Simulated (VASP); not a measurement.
Wanted: the native input for a VASP 6.6.1 run.

- Task: density of states
- Functional: PBE
- Potentials or basis: VASP PAW PBE potentials, release 64 (Al, In_d, N)
- Cutoff: 520 eV
- k mesh: 6 × 6 × 6
- Occupations: gaussian, width 0.03 eV
- Spin: no spin polarisation
- k mesh for the DOS: 9 × 9 × 9
- Occupations for the DOS: tetrahedron
- Further INCAR settings: ALGO = Fast; EDIFF = 1e-07

Crystal: Al3InN4.

```
Al In N
1.0
     6.46329    0.00000    0.00000
    -3.23164    5.59737    0.00000
     0.00000    0.00000    5.22902
Al In N
6 2 8
Direct
  0.16239 0.32478 0.00027
  0.16239 0.83761 0.00027
  0.67522 0.83761 0.00027
  0.32478 0.16239 0.50027
  0.83761 0.16239 0.50027
  0.83761 0.67522 0.50027
  0.33333 0.66667 0.49927
  0.66667 0.33333 0.99927
  0.15313 0.30626 0.36509
  0.15313 0.84687 0.36509
  0.69374 0.84687 0.36509
  0.33333 0.66667 0.91948
  0.30626 0.15313 0.86509
  0.84687 0.15313 0.86509
  0.84687 0.69374 0.86509
  0.66667 0.33333 0.41948
```

The cell was built by a generator and needn't be a form met in nature.

The input as run:

POSCAR

```
Al3InN4
1.0
    6.4632870000      0.0000000000      0.0000000000
   -3.2316440000      5.5973710000      0.0000000000
    0.0000000000      0.0000000000      5.2290200000
Al In N
6 2 8
Direct
    0.1623900000      0.3247800000      0.0002660000
    0.1623900000      0.8376100000      0.0002660000
    0.6752200000      0.8376100000      0.0002660000
    0.3247800000      0.1623900000      0.5002660000
    0.8376100000      0.1623900000      0.5002660000
    0.8376100000      0.6752200000      0.5002660000
    0.3333330000      0.6666670000      0.4992680000
    0.6666670000      0.3333330000      0.9992680000
    0.1531310000      0.3062620000      0.3650890000
    0.1531310000      0.8468690000      0.3650890000
    0.6937380000      0.8468690000      0.3650890000
    0.3333330000      0.6666670000      0.9194800000
    0.3062620000      0.1531310000      0.8650890000
    0.8468690000      0.1531310000      0.8650890000
    0.8468690000      0.6937380000      0.8650890000
    0.6666670000      0.3333330000      0.4194800000
```

INCAR.step1

```
SYSTEM = Al3InN4
PREC = Accurate ; ENCUT = 520
EDIFF = 1E-7 ; ISMEAR = 0
SIGMA = 0.03 ; LREAL = .FALSE.
LASPH = .TRUE. ; NELM = 100
ALGO = Fast ; ISIF = 2
LWAVE = .FALSE. ; LCHARG = .TRUE.
GGA = PE ; KPAR = 8
```

KPOINTS.step1

```
regular mesh
0
G
  6 6 6
  0 0 0
```

INCAR.step2

```
SYSTEM = Al3InN4
PREC = Accurate ; ENCUT = 520
EDIFF = 1E-7 ; ISMEAR = -5
SIGMA = 0.03 ; LREAL = .FALSE.
LASPH = .TRUE. ; NELM = 100
ALGO = Fast ; ISIF = 2
LWAVE = .FALSE. ; LCHARG = .FALSE.
GGA = PE ; LORBIT = 10
KPAR = 8 ; NEDOS = 1001
ICHARG = 11
```

KPOINTS.step2

```
regular mesh
0
G
  9 9 9
  0 0 0
```

Potentials or basis: VASP PAW PBE potentials, release 64 (Al, In_d, N).

The run is started by

```console
$ cat potpaw_PBE.64/Al/POTCAR potpaw_PBE.64/In_d/POTCAR potpaw_PBE.64/N/POTCAR > POTCAR
$ cp INCAR.step1 INCAR
$ cp KPOINTS.step1 KPOINTS
$ mpirun -np 8 vasp_std > vasp.out
$ cp INCAR.step2 INCAR
$ cp KPOINTS.step2 KPOINTS
$ mpirun -np 8 vasp_std > vasp.out
```

It gave:

| Property | Result |
| --- | --- |
| Valence electrons inside the program's atomic spheres | Al 0.78; In 11.59; N 3.80, 3.74 |

Wall time 3.8 min on 8 MPI ranks on Intel(R) Xeon(R) Platinum 8488C (Sapphire Rapids), with other jobs on the host, peak memory 0.58 GiB a rank.
